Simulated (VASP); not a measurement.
A convergence study with VASP on Sr (fcc): one setting is varied, all else stays as given below, so the limit is that of these other settings.

```
Sr
1.0
    0.00000     3.04000     3.04000
    3.04000     0.00000     3.04000
    3.04000     3.04000     0.00000
Sr
1
Direct
  0.00000   0.00000   0.00000
```

All values below come from PBE GGA, VASP's PBE PAW potentials (set 64) (plane waves; VASP). The tightest run used: 550 eV cut-off, 16×16×16 Monkhorst-Pack mesh, first-order Methfessel-Paxton smearing of 0.10 eV, potentials Sr_sv.

```csv
setting,E (eV/atom),pressure (GPa),irreducible k-points
1×1×1 mesh,-5.9553,-3.50,1
2×2×2 mesh,-1.6619,0.24,2
3×3×3 mesh,-1.5468,0.35,4
```

Q: These are the cheaper rows. Estimate the results at 16×16×16 mesh, and how far the last row shown lies from them.

A: 
```tsv
quantity	tightest run	last row shown is off by
E (eV/atom)	-1.6355	0.0887
pressure (GPa)	-0.30	0.65
```

Left out are rungs that failed or repeat a setting and relaxations that didn't move; long series are thinned to 24 rows.

The compound is Sr in the fcc structure. The cell was not relaxed at this level.
